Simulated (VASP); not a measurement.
Level of theory: r2SCAN meta-GGA, VASP's PBE PAW potentials (set 64) (plane waves; VASP).

VASP ran on this input.

**POSCAR**
```
SiRu
1.0
  2.9816240000   0.0000000000   0.0000000000
  0.0000000000   2.9816240000   0.0000000000
  0.0000000000   0.0000000000   2.9816240000
Ru Si
1 1
Cartesian
  0.0000000000   0.0000000000   0.0000000000
  1.4908120000   1.4908120000   1.4908120000
```

**INCAR**
```
SYSTEM=SiRu
PREC=Accurate; ENCUT=400; LREAL=F
LASPH=T
EDIFF=1E-6; NELM=100; ALGO=Normal
LMAXMIX=4; LMIXTAU=T
ISMEAR=1; SIGMA=0.1
METAGGA=R2SCAN
IBRION=2; NSW=60; ISIF=3
EDIFFG=-0.01
LWAVE=F; LCHARG=F
```

File KPOINTS:
```
Regular mesh
0
gamma
 11 11 11
0 0 0
```

POTCAR, in this order: Ru_pv Si (PBE.64 set). Program: vasp_std.

Energy and stress use the plane-wave basis of the starting cell.

Task: Estimate the energy per atom (σ→0), volume per atom, band gap (on the k-mesh).

Result: 
| Item | Value |
|---|---|
| energy per atom (σ→0) | -17.743 eV/atom |
| band gap (on the k-mesh) | none (metal, semimetal or under 0.01 eV) |
| volume per atom | 12.39 Å^3/atom |

File OSZICAR:
```
...
DAV:   2    -0.354861891480E+02    0.61293E-03   -0.32355E-03  1476   0.682E-01    0.606E-02
DAV:   3    -0.354861631449E+02    0.26003E-04   -0.10385E-04  1501   0.123E-01    0.190E-02
DAV:   4    -0.354861613713E+02    0.17736E-05   -0.34287E-05  1516   0.412E-02    0.611E-03
DAV:   5    -0.354861638483E+02   -0.24769E-05   -0.48802E-06  1511   0.265E-02    0.545E-03
DAV:   6    -0.354861606944E+02    0.31539E-05   -0.28801E-06  1475   0.195E-02    0.265E-03
DAV:   7    -0.354861645147E+02   -0.38203E-05   -0.17187E-06  1191   0.152E-02    0.156E-03
DAV:   8    -0.354861645115E+02    0.32585E-08   -0.89561E-08   748   0.335E-03
   7 F= -.35486165E+02 E0= -.35486222E+02  d E =-.124679E-04
```

The structure was generated: SiRu was put into the CsCl type (Pm-3m), which need not be its known phase. This run relaxes it. Symmetry was kept, so distortions that lower it aren't found.
